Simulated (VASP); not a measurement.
## Mo: relaxation of the atoms with LDA

The system is Mo.

```
CELL_PARAMETERS angstrom
-1.54714 1.54714 1.54714
1.54714 -1.54714 1.54714
1.54714 1.54714 -1.54714
ATOMIC_POSITIONS crystal
Mo 0.00000 0.00000 0.00000
```

The cell isn't the ideal one: a relaxed cell with its volume scaled by 0.98.

```json
{
 "Program": "VASP 6.6.1",
 "Task": "relaxation of the atoms",
 "Functional": "LDA",
 "Potentials or basis": "VASP PAW LDA potentials, release 64 (Mo_sv)",
 "Cutoff": "600 eV",
 "k mesh": "16 × 16 × 16",
 "Occupations": "methfessel-paxton, width 0.1 eV",
 "Spin": "no spin polarisation",
 "Further INCAR settings": "ALGO = Normal; EDIFF = 1e-07; IBRION = 2; EDIFFG = -0.01; NSW = 40"
}
```

```
Pressure after relaxing : 6.1 GPa
Band gap on the k mesh  : none (metal or under the smearing width)
```

Final structure:
```xyz
1
Lattice="-1.5471 1.5471 1.5471 1.5471 -1.5471 1.5471 1.5471 1.5471 -1.5471" Properties=species:S:1:pos:R:3 pbc="T T T"
Mo    0.0000    0.0000    0.0000
```

Levels at points of the mesh, in eV from the Fermi level:
```
           k point  band 3  band 4  band 5  band 6  band 7  band 8  band 9  band 10  band 11
(0.00, 0.00, 0.00)  -34.28  -34.28   -7.43   -1.51   -1.51   -1.51    1.69     1.69    14.86
(0.50, 0.00, 0.00)  -34.81  -34.30   -5.70   -3.71    1.77    1.87    2.43     5.14    12.03
(0.50, 0.50, 0.50)  -35.43  -35.43   -5.93   -5.93    4.30    4.30    4.30     9.45     9.45
```

Wall time 19 s on 1 thread of AMD EPYC 7R13 Processor (Zen 3), on a shared host, peak memory 0.12 GiB.

Caveat: the relaxation stopped at its first step, so nothing moved.
